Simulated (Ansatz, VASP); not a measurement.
## Two plane-wave programs on Al32C (a cell with a defect)

```xyz
33
Lattice="8.1000 0.0000 0.0000 0.0000 8.1000 0.0000 0.0000 0.0000 8.1000" Properties=species:S:1:pos:R:3 pbc="T T T"
Al    4.0196   -0.0289    0.0157
Al    6.1032    2.0548    0.0157
Al    6.1031   -0.0288    2.0072
Al    0.0348    0.0082    0.0350
Al    1.9884    2.0178    0.0349
Al    4.0565    4.0860    0.0349
Al    6.0661    6.0396    0.0350
Al    1.9884    0.0081    1.9887
Al    4.0197    2.0547    2.0074
Al    6.0662    4.0860    1.9886
Al    3.9364   -0.1123    3.9366
Al    6.1870    2.1382    3.9364
Al    6.1872   -0.1127    6.1874
Al    0.0190    4.0706    0.0193
Al    2.0038    6.0553    0.0193
Al    0.0347    2.0178    1.9886
Al    2.0038    4.0706    2.0040
Al    4.0565    6.0398    1.9887
Al    0.0154   -0.0289    4.0198
Al    2.0071    2.0547    4.0199
Al    4.0197    4.0671    4.0199
Al    6.1032    6.0588    4.0199
Al    2.0070   -0.0288    6.1034
Al    3.9363    2.1381    6.1871
Al    6.1031    4.0673    6.1034
Al    0.0190    6.0553    2.0040
Al    0.0347    4.0861    4.0567
Al    1.9885    6.0398    4.0568
Al    0.0155    2.0548    6.1035
Al    1.9884    4.0860    6.0664
Al    4.0196    6.0588    6.1034
Al    0.0348    6.0396    6.0664
C     5.0619    1.0128    5.0620
```

Alike in both runs: functional LDA; k mesh 2 × 2 × 2; occupations gaussian, width 0.15 eV; no spin polarisation.

Ansatz relaxed the structure, and its values are those at the end. VASP's run is a single point on that final structure, the one shown.

```csv
,VASP,Ansatz
version,VASP 6.6.1,Ansatz 0.2.0
potentials or method,"VASP PAW LDA potentials, release 64 (Al, C)","scalar-relativistic, plane waves, PAW"
plane-wave cutoff (eV),520,420
valence electrons in the cell,100,100
```

```csv
,VASP,Ansatz,Ansatz less VASP
rms of the force components (eV/Å),0.007,0.001,-0.0065
```

Caveats: the k mesh is coarse (spacing up to 0.39 Å⁻¹), so the values aren't converged.
